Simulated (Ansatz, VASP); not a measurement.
## NaB2 in two plane-wave programs

One calculation is typed for both programs; each brings its own data sets and cutoff. How far apart do they land? The cell is invented: As first built, before any earlier steps moved the atoms (in the runner's words): it takes the AgB2 structure with some of its atoms replaced by other elements, volume scaled by an estimate. It may not be a known or stable phase. The cell is taken from a series of VASP runs on this material, whose earlier steps may have relaxed, scaled or displaced it; both programs get it as it stands.

Main program and level: Ansatz 0.2.0; plane waves, with VASP 6.6.1 beside it; single point at PBEsol, band structure at PBEsol and band structure at r2SCAN.

## 1. Set-up

It takes space group P6/mmm (No. 191, hexagonal). The conventional cell has a = 3.021 Å, b = 3.021 Å, c = 4.280 Å, α = 90.00°, β = 90.00°, γ = 120.00°. Nearest to Na lie 12 B at 2.76 Å and 6 Na at 3.02 Å. Nearest to B lie 3 B at 1.74 Å and 6 Na at 2.76 Å. As first built, before any earlier steps moved the atoms (in the runner's words): sites of the AgB2 structure (space group 191) filled with other elements, volume scaled by an estimate. Farther neighbours are not listed.

## 2. VASP: single point, PBEsol

A single point gives forces, pressure and levels at one fixed geometry, so differences don't come from the geometry; what else differs is listed under the comparison.

Lines of VASP's logs that name or quote its potential files are left out, and so is its time.

Contents of INCAR:

```
SYSTEM = NaB2
PREC = Accurate
ENCUT = 420
EDIFF = 1E-06
NELM = 100
ISMEAR = 0
SIGMA = 0.05
LREAL = .FALSE.
ALGO = Normal
GGA = PS
NBANDS = 12
LORBIT = 11
LWAVE = .FALSE.
LCHARG = .TRUE.
ISIF = 2
LELF = .TRUE.
LVHAR = .TRUE.
```

Contents of POSCAR:

```
NaB2
1.0
    3.0212408131      0.0000000000      0.0000000000
   -1.5106204065      2.6164707569      0.0000000000
    0.0000000000      0.0000000000      4.2796505396
Na B
1 2
Direct
    0.0000000000      0.0000000000      0.0000000000
    0.3333333300      0.6666666700      0.5000000000
    0.6666666700      0.3333333300      0.5000000000
```

Contents of KPOINTS:

```
Automatic mesh
0
Gamma
9 9 5
0 0 0
```

PAW data sets: Na_pv and B (PBE family, release 64).

Run with:

```
mpirun -np 1 vasp_std
```

Numbers of over 12 decimals in the logs are rounded to 6 here.

The log of the run:

```text
[banner, memory and clock lines left out]
running    1 mpi-ranks, on    1 nodes
 distrk:  each k-point on    1 cores,    1 groups
 distr:  one band on    1 cores,    1 groups

 POSCAR found type information on POSCAR NaB
 POSCAR found :  2 types and       3 ions
|                                                                             |
|               ----> ADVICE to this user running VASP <----                  |
|                                                                             |
|     You enforced a specific xc type in the INCAR file but a different       |
|     [... a line on the potential file left out ...]
|     I HOPE YOU KNOW WHAT YOU ARE DOING!                                     |
|                                                                             |

 LDA part: xc-table for (Slater+PW92), standard interpolation
 POSCAR, INCAR and KPOINTS ok, starting setup
 FFT: planning ... GRIDC
 FFT: planning ... GRID_SOFT
 FFT: planning ... GRID
 WAVECAR not read
 entering main loop
       N       E                     dE             d eps       ncg     rms          rms(c)
DAV:   1     0.505754855465E+02    0.50575E+02   -0.57674E+03   892   0.934E+02
DAV:   2    -0.131976244133E+02   -0.63773E+02   -0.60416E+02   904   0.240E+02
DAV:   3    -0.159679802620E+02   -0.27704E+01   -0.27101E+01  1108   0.490E+01
DAV:   4    -0.159997700940E+02   -0.31790E-01   -0.31719E-01   976   0.537E+00
DAV:   5    -0.160001059971E+02   -0.33590E-03   -0.33589E-03  1080   0.537E-01    0.524E+00
DAV:   6    -0.146423641015E+02    0.13577E+01   -0.10257E+00  1072   0.890E+00    0.208E+00
DAV:   7    -0.144813053603E+02    0.16106E+00   -0.45218E-01  1100   0.433E+00    0.688E-01
DAV:   8    -0.144788954262E+02    0.24099E-02   -0.21191E-02   944   0.157E+00    0.115E-01
DAV:   9    -0.144785097131E+02    0.38571E-03   -0.65198E-04  1240   0.339E-01    0.428E-02
DAV:  10    -0.144784799479E+02    0.29765E-04   -0.20722E-04  1236   0.225E-01    0.163E-02
DAV:  11    -0.144784803647E+02   -0.41682E-06   -0.15741E-05   996   0.408E-02    0.348E-03
DAV:  12    -0.144784802278E+02    0.13689E-06   -0.54521E-07   624   0.628E-03
   1 F= -.14478480E+02 E0= -.14478180E+02  d E =-.600997E-03
```

Parts of OUTCAR (step 2):

```text
ion  position               nearest neighbor table
   1  0.000  0.000  0.000-
   2  0.333  0.667  0.500-   3 1.74   3 1.74   3 1.74
   3  0.667  0.333  0.500-   2 1.74   2 1.74   2 1.74

  LATTYP: Found a hexagonal cell.
 ALAT       =     3.0212408131
 C/A-ratio  =     1.4165208285

 Subroutine GETGRP returns: Found 24 space group operations
 (whereof 24 operations were pure point group operations)

The static configuration has the point symmetry D_6h.

 Found     36 irreducible k-points:

   k-points           NKPTS =     36   k-points in BZ     NKDIM =     36   number of bands    NBANDS=     12

   dimension x,y,z NGX =    20 NGY =   20 NGZ =   30
   dimension x,y,z NGXF=    40 NGYF=   40 NGZF=   60

   ENCUT  =  420.0 eV  30.87 Ry    5.56 a.u.   5.05  5.05  7.15*2*pi/ulx,y,z

   NELECT =      13.0000    total number of electrons

 k-points in reciprocal lattice and weights: Automatic mesh
   0.00000000  0.00000000  0.00000000       0.002
   0.11111111 -0.00000000  0.00000000       0.015
   0.22222222 -0.00000000  0.00000000       0.015
   0.33333333 -0.00000000  0.00000000       0.015
   0.44444444 -0.00000000  0.00000000       0.015
   0.11111111  0.11111111  0.00000000       0.015
   0.22222222  0.11111111  0.00000000       0.030
   0.33333333  0.11111111  0.00000000       0.030
   0.44444444  0.11111111  0.00000000       0.015
[...]
0.33333333  0.22222222  0.40000000       0.059
   0.33333333  0.33333333  0.40000000       0.010

 average (electrostatic) potential at core
       1 -45.8605       2 -28.2341       3 -28.2341

 E-fermi :   2.8419

 k-point     1 :       0.0000    0.0000    0.0000
  band No.  band energies     occupation
      1     -20.1725      2.00000
      2     -20.1572      2.00000
      3     -20.1572      2.00000
      4      -7.7389      2.00000
      5       0.2138      2.00000
      6       4.4861      0.00000
      7       4.4861      0.00000
      8       4.8568      0.00000
      9      11.5160      0.00000
     10      11.5160      0.00000
    ...

 k-point     2 :       0.1111   -0.0000    0.0000
  band No.  band energies     occupation
      1     -20.1846      2.00000
      2     -20.1670      2.00000
      3     -20.1629      2.00000
      4      -7.5235      2.00000
      5       0.4271      2.00000
      6       3.5899      0.00000
      7       4.0542      0.00000
      8       5.1125      0.00000
      9      11.4055      0.00000
     10      12.3959      0.00000
    ...

 k-point     3 :       0.2222   -0.0000    0.0000
  band No.  band energies     occupation
    ...
      2     -20.1776      2.00000
      3     -20.1531      2.00000
      4      -6.8850      2.00000
      5       1.0587      2.00000
      6       1.6289      2.00000
      7       3.2120      0.00000
      8       5.8567      0.00000
      9      10.8766      0.00000
     10      10.9561      0.00000
     11      14.1235      0.00000
    ...

  Total       -0.0050176     -0.0050176     -0.0191573     -0.0000000      0.0000000     -0.0000000
  in kB       -0.2376277     -0.2376276     -0.9072661     -0.0000000      0.0000000     -0.0000000
  external PRESSURE =      -0.4608405 kB  Pullay stress =       0.0000000 kB

  energy-cutoff  :      420.00
  volume of cell :       33.83
      direct lattice vectors                 reciprocal lattice vectors
     3.021240813  0.000000000  0.000000000     0.330989836  0.191097110  0.000000000
    -1.510620406  2.616470757  0.000000000     0.000000000  0.382194220  0.000000000
     0.000000000  0.000000000  4.279650540     0.000000000  0.000000000  0.233663938

 POSITION                                       TOTAL-FORCE (eV/Angst)
 -----------------------------------------------------------------------------------
      0.00000      0.00000      0.00000         0.000000      0.000000      0.000000
     -0.00000      1.74431      2.13983        -0.000000     -0.000000     -0.000000
      1.51062      0.87216      2.13983         0.000000     -0.000000      0.000000
 -----------------------------------------------------------------------------------
    total drift:                                0.000000      0.000000     -0.000000

  FREE ENERGIE OF THE ION-ELECTRON SYSTEM (eV)
  ---------------------------------------------------
  free  energy   TOTEN  =       -14.4784802278 eV

  energy  without entropy=      -14.4778792308  energy(sigma->0) =      -14.47817973

 total charge
# of ion       s       p       d       tot
------------------------------------------
    1        0.083   6.018   0.000   6.101
    2        0.728   1.133   0.000   1.861
    3        0.728   1.133   0.000   1.861
--------------------------------------------------
tot          1.539   8.283   0.000   9.822

[... 3 further parts left out ...]
```

The run ends at a pressure of -0.05 GPa.

## 3. Ansatz: single point, PBEsol

Ansatz runs on its default PAW (the set named soft_2) files.

The same cell, functional, mesh and smearing now go to Ansatz, which takes its cutoff from its data sets.

Contents of input.yaml:

```yaml
crystal:
  lattice:
    - [3.0212408131, 0.0, 0.0]
    - [-1.5106204065, 2.6164707569, 0.0]
    - [0.0, 0.0, 4.2796505396]
  atoms:
    - { symbol: Na, position: [0.0, 0.0, 0.0] }
    - { symbol: B, position: [0.33333333, 0.66666667, 0.5] }
    - { symbol: B, position: [0.66666667, 0.33333333, 0.5] }
hamiltonian:
  xc: pbesol
  pseudopotentials: { kind: paw }
kpoints:
  mp_grid: { grid: [9, 9, 5] }
scf:
  occupations: { method: gaussian, width: 0.05 }
  n_extra_bands: 4
output:
  forces: true
  stress: true
  eigenvalues: true
```

Run with:

```
ansatz run input.yaml --threads 2 --pin off --max-ram 4608MiB --backend cpu --events-out ev --progress --plain --runs-dir out
```

The log of the run:

```text
scf.n_extra_bands = 4 over 8 filled bands (N_el = 15.0): the run solves 12 bands
Engine: ansatz 0.2.0, aarch64-unknown-linux-gnu
Pseudopotentials: kind: paw
Pseudopotential: Na, paw, valence charge 9, recommended cutoff 420 eV (normal), Na.paw.azcp
Pseudopotential: B, paw, valence charge 3, recommended cutoff 420 eV (normal), B.paw.azcp
Functional definition: PBEsol
  exchange = pbesol_x
  correlation = pbesol_c
Crystal: 3 atoms, lattice volume = 33.831 Å³
Basis set: ecut = 420 eV, 651 PW (Γ), exchange–correlation on 48×48×60 points (8 copies of the dense FFT grid, shifted against one another)
Bands: 12, of which v1, the nominal top of the filled ones, is band 8 counted from 1 (7 counted from 0)
Symmetry: 24 space group operations
Space group: P6/mmm (ITA 191), of the structure as read, at distance tolerance 3.2e-5 Å
k-points: 36 of 405
Non-local potential: Na, projectors of the file, l = 0: 3, l = 1: 2, l = 2: 1
Non-local potential: B, projectors of the file, l = 0: 2, l = 1: 2, l = 2: 1
PAW form: soft (Blöchl's): semilocal exchange-correlation on the pseudo side does not see the compensation charge
PAW frozen core: Na, regenerated for the run's functional, and the local potential with it (the file was generated under x = pbe(κ = 0.804, μ = 0.219515), c = pbe(β = 0.066725))
PAW frozen core: B, regenerated for the run's functional, and the local potential with it (the file was generated under x = pbe(κ = 0.804, μ = 0.219515), c = pbe(β = 0.066725))
PAW one-centre angular grid: Na, 110 points (default); XC on 64 Gauss nodes
PAW one-centre angular grid: B, 110 points (default); XC on 64 Gauss nodes
Initial density: superposition of atomic densities (neutral atoms: chi_scale 0, normalization atom), corrected by the library's trained network
Initial wavefunctions: pseudopotential atomic-orbital guess
Functional: x = pbesol(κ = 0.804, μ = 0.123457), c = pbesol(β = 0.046)
SCF iter   1: F=—  HF=-1780.218164 eV  |F-HF|=—  |Δ(HF+E_count)|=         —  Δρ=4.14e-3  dr2=9.38e-3  ethr=1.77e-3  ⟨swp⟩=5.4  Hψ=2270  notcnv=0
preconditioner: auto → none  [insulator: Δε(μ)=0.302 eV  Ē_g=10.788 eV  σ=0.050 eV  W_gap=0.79  n_scr=2 (ndim 8)  ℏωp=16.9 eV  f_vac=0.000  D(μ)=0.48/eV (n_scr^D=2)  ε∞_Penn≈3.5]
SCF iter   2: F=—  HF=-1780.214668 eV  |F-HF|=—  |Δ(HF+E_count)|=   3.50e-3  Δρ=1.09e-3  dr2=2.68e-4  ethr=6.25e-5  ⟨swp⟩=2.3  Hψ=876  notcnv=0  defer=19
SCF iter   3: F=—  HF=-1780.214710 eV  |F-HF|=—  |Δ(HF+E_count)|=   4.22e-5  Δρ=3.61e-4  dr2=2.30e-5  ethr=1.79e-6  ⟨swp⟩=2.5  Hψ=686  notcnv=0  defer=19
SCF iter   4: F=—  HF=-1780.214721 eV  |F-HF|=—  |Δ(HF+E_count)|=   1.10e-5  Δρ=7.87e-5  dr2=9.64e-7  ethr=1.53e-7  ⟨swp⟩=2.0  Hψ=520  notcnv=0  defer=19
iter 5 did not close the SCF: its close was put off for the readings that it lacked (scf_convergence_deferred on its scf_iter line)
SCF iter   5: F=-1780.214722 eV  HF=-1780.214722 eV  |F-HF|=5.07e-9  |Δ(HF+E_count)|=   6.96e-7  Δρ=6.96e-6  dr2=8.16e-9  ethr=6.43e-9  ⟨swp⟩=2.2  Hψ=631  notcnv=0  defer=19
SCF iter   6: F=-1780.214722 eV  HF=-1780.214722 eV  |F-HF|=4.09e-12  |Δ(HF+E_count)|=   5.74e-9  Δρ=5.08e-7  dr2=3.80e-11  ethr=5.44e-11  ⟨swp⟩=3.7  Hψ=1525  notcnv=0
SCF 1 converged in 6 iterations: F = -1780.214722 eV  dr2 = 3.80e-11
  greatest PAW one-centre occupation: 0.999 electrons in one spin orbital (limit 2), on the Na atom at site 0 (counted from 0), in its partial waves of l = 0
SCF converged after 6 iterations
Free energy (F): -1780.214722 eV
Harris-Foulkes:  -1780.214722 eV  (|F-HF|=4.09e-12)
Internal energy: -1780.214121 eV  (E = F + TS)
E sigma→0 (E₀):  -1780.214421 eV
Entropy (-TS):   -0.000601 eV (-0.200 meV/atom)
Fermi energy:    5.748092 eV
--- Per-component energies (eV) ---
  E_band       = -182.292416
  E_kinetic    = 213.325219
  E_local      = -1266.772496  (includes V_loc(G=0)·N_el)
  E_nonlocal   = 141.041138
  E_hartree    = 449.027556
  E_xc         = -100.971997
  E_vxc        = -124.073637  (∫ρ·V_xc dr)
  E_paw        = -404.149063  (= ΣΔE_a)
  E_vpaw       = -43.867611  (= ΣTr[D̂ρ^β])
  E_aug_tail   = -0.000049  (compensation charges beyond the density's cutoff)
  E_ewald      = -811.798543
  E_core_change = 0.084116  (= ΣΔE_core)
  E_smearing   = -0.000601  (= −TS)
  E_closure    = 0.000000  (closes the sum)
  Σ components = -1780.214722   (vs F -1780.214722, Δ=0.00e0)
--- Forces (eV/Å), atoms counted from 1 ---
  atom   1  Na     0.00000000     0.00000000     0.00000000
  atom   2  B      0.00000000    -0.00000000     0.00000000
  atom   3  B     -0.00000000     0.00000000     0.00000000
  max |Σ_I F_I| component: 1.11e-16 eV/Å
--- Stress (GPa, compression-positive) ---
       -0.153926      -0.000000       0.000000
       -0.000000      -0.153926       0.000000
        0.000000       0.000000      -0.019563
  P = ⅓ Tr σ = -0.1091 GPa (-1.091 kbar)
--- Band table (eV; the first three rows and the last of 36) ---
  k-point 0: bands = [... 4 lower, -4.8346, 3.1198, 7.3717, 7.3717, 7.7597, 14.4059, 14.4059, 16.5100]
  k-point 1: bands = [... 4 lower, -4.6999, 2.2752, 7.3912, 7.3912, 9.2155, 14.3913, 14.3913, 16.2751]
  k-point 2: bands = [... 4 lower, -4.4547, 1.2682, 7.4231, 7.4231, 11.9076, 14.3681, 14.3681, 16.0884]
  k-point 35: bands = [... 4 lower, 0.3427, 0.3427, 1.8142, 6.7813, 6.7813, 13.2248, 16.5700, 16.5700]
```

Wall time 1.1 s (2 threads of Arm Neoverse N1, shared host); peak memory 0.27 GiB; 1.8 s of CPU time.

In the SCF lines HF is the Harris–Foulkes energy and dr2 the Hartree energy of the density residual, in eV; the loop may stop once dr2 is under the threshold and the program's other checks hold. Hψ counts applications of the Hamiltonian.

The run ends at a pressure of -0.11 GPa.

## 4. Side by side

Known differences besides the potentials themselves: the data sets hold 15 valence electrons in Ansatz (default PAW (the set named soft_2) files) and 13 in VASP; Ansatz makes its cores anew for this functional, VASP keeps those of its PBE data sets; VASP leaves aspherical gradient terms in its spheres out (LASPH is not set), Ansatz keeps them. Total energies have different zeros and are not compared.

The two programs side by side:

| quantity | Ansatz | VASP | difference |
| --- | --- | --- | --- |
| pressure (GPa) | -0.11 | -0.05 | -0.06 |
| pressure without Ansatz's Pulay correction (GPa) | -0.24 | -0.05 | -0.19 |

Ansatz's pressure holds a Pulay correction of 0.13 GPa; VASP's holds none.

## 5. VASP: band structure, PBEsol

A single point gives forces, pressure and levels at one fixed geometry, so differences don't come from the geometry; what else differs is listed under the comparison.

Contents of INCAR:

```
SYSTEM = NaB2
PREC = Accurate
ENCUT = 420
EDIFF = 1E-06
NELM = 100
ISMEAR = 0
SIGMA = 0.05
LREAL = .FALSE.
ALGO = Normal
GGA = PS
NBANDS = 19
LORBIT = 11
LWAVE = .FALSE.
LCHARG = .FALSE.
```

POSCAR is that of step 2.

KPOINTS is that of step 2.

Contents of KPOINTS_OPT:

```
Line mode
16
Line-mode
Reciprocal
  0.00000000   0.00000000   0.00000000 GAMMA
  0.50000000   0.00000000   0.00000000 M

  0.50000000   0.00000000   0.00000000 M
  0.33333333   0.33333333   0.00000000 K

  0.33333333   0.33333333   0.00000000 K
  0.00000000   0.00000000   0.00000000 GAMMA

  0.00000000   0.00000000   0.00000000 GAMMA
  0.00000000   0.00000000   0.50000000 A

  0.00000000   0.00000000   0.50000000 A
  0.50000000   0.00000000   0.50000000 L

  0.50000000   0.00000000   0.50000000 L
  0.33333333   0.33333333   0.50000000 H

  0.33333333   0.33333333   0.50000000 H
  0.00000000   0.00000000   0.50000000 A

  0.50000000   0.00000000   0.50000000 L
  0.50000000   0.00000000   0.00000000 M

  0.33333333   0.33333333   0.00000000 K
  0.33333333   0.33333333   0.50000000 H
```

Run with:

```
mpirun -np 1 vasp_std
```

The log of the run:

```text
[banner, memory and clock lines left out]
running    1 mpi-ranks, on    1 nodes
[...]
[... a notice as in an earlier step ...]

 LDA part: xc-table for (Slater+PW92), standard interpolation
 POSCAR, INCAR and KPOINTS ok, starting setup
[...]
entering main loop
       N       E                     dE             d eps       ncg     rms          rms(c)
DAV:   1     0.696015996079E+02    0.69602E+02   -0.50135E+03  1411   0.600E+02
DAV:   2    -0.118667080403E+02   -0.81468E+02   -0.75180E+02  1607   0.209E+02
DAV:   3    -0.159684656540E+02   -0.41018E+01   -0.40677E+01  1640   0.421E+01
DAV:   4    -0.159999429470E+02   -0.31477E-01   -0.31463E-01  1580   0.364E+00
[...]
DAV:   9    -0.144785063912E+02    0.39457E-03   -0.34990E-04  1757   0.221E-01    0.439E-02
DAV:  10    -0.144784800683E+02    0.26323E-04   -0.12369E-04  1845   0.133E-01    0.165E-02
DAV:  11    -0.144784803221E+02   -0.25383E-06   -0.98114E-06  1497   0.243E-02
   1 F= -.14478480E+02 E0= -.14478180E+02  d E =-.600997E-03
 Start KPOINTS_OPT (optional k-point list driver)
k-point batch [1-36\144]
       N       E                     dE             ncg
DAV:   1    -0.171756827934E+04   -0.15186E+05     1419
DAV:   2    -0.452607326006E+04   -0.28085E+04     1615
DAV:   3    -0.466996518382E+04   -0.14389E+03     1646
DAV:   4    -0.467103748318E+04   -0.10723E+01     1557
DAV:   5    -0.467104265609E+04   -0.51729E-02     1550
DAV:   6    -0.467104270682E+04   -0.50727E-04     1578
DAV:   7    -0.467104270743E+04   -0.60646E-06     1333
[...]
k-point batch [109-144\144]
       N       E                     dE             ncg
DAV:   1    -0.186245293563E+04   -0.18369E+05     1385
DAV:   2    -0.457201945362E+04   -0.27096E+04     1573
DAV:   3    -0.470106954686E+04   -0.12905E+03     1626
DAV:   4    -0.470198376879E+04   -0.91422E+00     1586
DAV:   5    -0.470198798431E+04   -0.42155E-02     1519
DAV:   6    -0.470198802582E+04   -0.41509E-04     1587
DAV:   7    -0.470198802631E+04   -0.48373E-06     1290
```

OUTCAR, selected parts (step 5):

```text
  Total       -0.0022412     -0.0022412     -0.0123848     -0.0000000      0.0000000      0.0000000
  in kB       -0.1061407     -0.1061407     -0.5865303     -0.0000000      0.0000000      0.0000000
  external PRESSURE =      -0.2662706 kB  Pullay stress =       0.0000000 kB

 POSITION                                       TOTAL-FORCE (eV/Angst)
 -----------------------------------------------------------------------------------
      0.00000      0.00000      0.00000         0.000000      0.000000      0.000000
     -0.00000      1.74431      2.13983         0.000000     -0.000000      0.000000
      1.51062      0.87216      2.13983        -0.000000      0.000000      0.000000
 -----------------------------------------------------------------------------------
    total drift:                               -0.000000      0.000000     -0.000000

  FREE ENERGIE OF THE ION-ELECTRON SYSTEM (eV)
  ---------------------------------------------------
  free  energy   TOTEN  =       -14.4784803221 eV

  energy  without entropy=      -14.4778793251  energy(sigma->0) =      -14.47817982

[... 1 part as in an earlier step ...]

[... 2 further parts left out ...]
[key lines of the parts left out:]
E-fermi :   2.8418
```

The run ends at a pressure of -0.03 GPa.

(Continued in part 2 of 2.)

[Lines on the potential files, build, host, timing and source positions are cut from VASP's logs without a mark.]

[Logs are printed without paths, hosts, clocks, repeated set-up lines and the standing remarks that a program may print on its own settings, such as how far it seeks lower states.]

[Hosts, paths, dates, database ids (printed as entryN), source tags and the programs' standing remarks are cut or masked in the printed files.]
